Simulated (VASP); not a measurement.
Output of a VASP run:

OSZICAR:
```
       N       E                     dE             d eps       ncg     rms          rms(c)
DAV:   1     0.127882969183E+02    0.12788E+02   -0.59778E+03  1176   0.115E+03
DAV:   2    -0.221416970506E+02   -0.34930E+02   -0.34071E+02  1568   0.217E+02
DAV:   3    -0.224198007726E+02   -0.27810E+00   -0.27810E+00  1392   0.230E+01
DAV:   4    -0.224200925093E+02   -0.29174E-03   -0.29174E-03  1560   0.672E-01
DAV:   5    -0.224200925998E+02   -0.90439E-07   -0.90439E-07  1360   0.884E-03    0.662E+00
DAV:   6    -0.189133403295E+02    0.35068E+01   -0.17690E+00  1600   0.115E+01    0.401E+00
DAV:   7    -0.194493685100E+02   -0.53603E+00   -0.12442E+00  1344   0.907E+00    0.163E+00
DAV:   8    -0.181504392317E+02    0.12989E+01   -0.10052E+00  1184   0.830E+00    0.176E+00
DAV:   9    -0.191714560499E+02   -0.10210E+01   -0.23658E-01  1176   0.526E+00    0.414E-01
DAV:  10    -0.191757176408E+02   -0.42616E-02   -0.52099E-02  1504   0.208E+00    0.145E-01
DAV:  11    -0.191726150028E+02    0.31026E-02   -0.37589E-03  1152   0.954E-01    0.777E-02
DAV:  12    -0.191747538927E+02   -0.21389E-02   -0.14212E-03  1152   0.472E-01    0.241E-02
DAV:  13    -0.191745763210E+02    0.17757E-03   -0.98482E-05  1256   0.102E-01    0.834E-03
DAV:  14    -0.191745990189E+02   -0.22698E-04   -0.69433E-06  1192   0.356E-02    0.536E-03
DAV:  15    -0.191746089480E+02   -0.99290E-05   -0.17064E-06  1176   0.198E-02    0.209E-03
DAV:  16    -0.191746101629E+02   -0.12150E-05   -0.48341E-07  1408   0.890E-03    0.103E-03
DAV:  17    -0.191746097705E+02    0.39245E-06   -0.37003E-08   576   0.285E-03    0.656E-04
DAV:  18    -0.191746099535E+02   -0.18298E-06   -0.27626E-08   576   0.196E-03    0.209E-04
DAV:  19    -0.191746099231E+02    0.30386E-07   -0.31373E-09   576   0.686E-04
   1 F= -.19174610E+02 E0= -.19174610E+02  d E =-.499136E-23
```

**OUTCAR**
```
------------------------ aborting loop because EDIFF is reached ----------------------------------------
  FORCE on cell =-STRESS in cart. coord.  units (eV):
  Direction    XX          YY          ZZ          XY          YZ          ZX
  --------------------------------------------------------------------------------------
  Total        0.0048114      0.0048114      0.0048114      0.0000000     -0.0000000      0.0000000
  in kB        0.6537162      0.6537162      0.6537162      0.0000000     -0.0000000      0.0000000
  external PRESSURE =       0.6537162 kB  Pullay stress =       0.0000000 kB
  volume of cell :       11.79
      direct lattice vectors                 reciprocal lattice vectors
     0.000000000  1.806573848  1.806573848    -0.276766987  0.276766987  0.276766987
     1.806573848  0.000000000  1.806573848     0.276766987 -0.276766987  0.276766987
     1.806573848  1.806573848  0.000000000     0.276766987  0.276766987 -0.276766987
  FREE ENERGIE OF THE ION-ELECTRON SYSTEM (eV)
  ---------------------------------------------------
  free  energy   TOTEN  =       -19.1746099231 eV

  energy  without entropy=      -19.1746099231  energy(sigma->0) =      -19.17460992
```
(Selected blocks of OUTCAR.)

POSCAR:
```
BN
1
    0.0000000000     1.8065738483     1.8065738483
    1.8065738483     0.0000000000     1.8065738483
    1.8065738483     1.8065738483    -0.0000000000
B N
1 1
Direct
  0.0000000000   0.0000000000   0.0000000000
  0.2500000000   0.2500000000   0.2500000000
```

Question: Write an INCAR and KPOINTS that could have produced this output.

Answer: One answer among several that fit: the input of the run itself, r2SCAN meta-GGA, plane waves, VASP's PBE PAW potentials (set 64).

KPOINTS:
```
kpoints
0
G
  12 12 12
0 0 0
```

INCAR:
```
SYSTEM = BN
PREC = Accurate; ENCUT = 600; LREAL = .FALSE.
LASPH = .TRUE.
EDIFF = 1E-7; NELM = 100; ALGO = Normal
LMIXTAU = .TRUE.
ISMEAR = 0; SIGMA = 0.05
METAGGA = R2SCAN
ISIF = 2
LWAVE = .FALSE.; LCHARG = .FALSE.
```

POTCAR, in this order: B N (PBE.64 set). Program: vasp_std.

The compound is BN in the zinc blende structure. It was relaxed first.
